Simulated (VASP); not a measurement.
Here is the system:

```
CsCl
1.0
    4.20906     0.00000     0.00000
    0.00000     4.20906     0.00000
    0.00000     0.00000     4.20906
Cs Cl
1 1
Direct
  0.00000   0.00000   0.00000
  0.50000   0.50000   0.50000
```

These are PBE GGA, VASP's PBE PAW potentials (set 64) (plane waves; VASP 6.6.1) values and carry that method's errors. Run with 480 eV cut-off, 6×6×6 Γ-centred mesh, Gaussian smearing of 0.050 eV, potentials Cs_sv Cl.

Unless said otherwise, spin-orbit coupling is left out, though it shifts the bands of the heavy elements here.

### Question
What does the run give for the energy per atom (σ→0), band gap (on the k-mesh) with the smallest direct gap where there is one?

### Answer

| Property | Value |
|---|---|
| band gap (on the k-mesh) | 4.99 eV |
| smallest direct gap (on the k-mesh) | 4.99 eV |
| energy per atom (σ→0) | -3.271 eV/atom |

Total energies compare only between runs with the same potentials, cut-off and functional.

The compound is CsCl in the CsCl type structure. It was relaxed first, which changed the volume by +7 %. The start is the result of an earlier pass.
